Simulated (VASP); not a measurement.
Energy against volume of CdF$_{2}$ (fluorite). Level of theory: rev-vdW-DF2, VASP's PBE PAW potentials (set 64) (plane waves; VASP). Settings: 520 eV cut-off, 7×7×7 Γ-centred mesh, Gaussian smearing of 0.050 eV, potentials Cd F.

```tsv
V (Å³/atom)	E (eV/atom)
12.993	-1.61090
13.395	-1.61613
13.797	-1.61362
14.199	-1.60446
```

**Question.** Fit these four points and predict the energy of the run at 12.591 Å³/atom.

**Answer.** A cubic in V^(−2/3), the third-order Birch-Murnaghan form, passes through the four points with V0 = 13.46 Å³/atom and B0 = 101 GPa, and gives -1.5967 eV/atom there. The run gave -1.5962 eV/atom, +0.4 meV/atom from the fit; all five points give B0 = 102 GPa.

The compound is CdF2 in the fluorite structure. It was relaxed first.
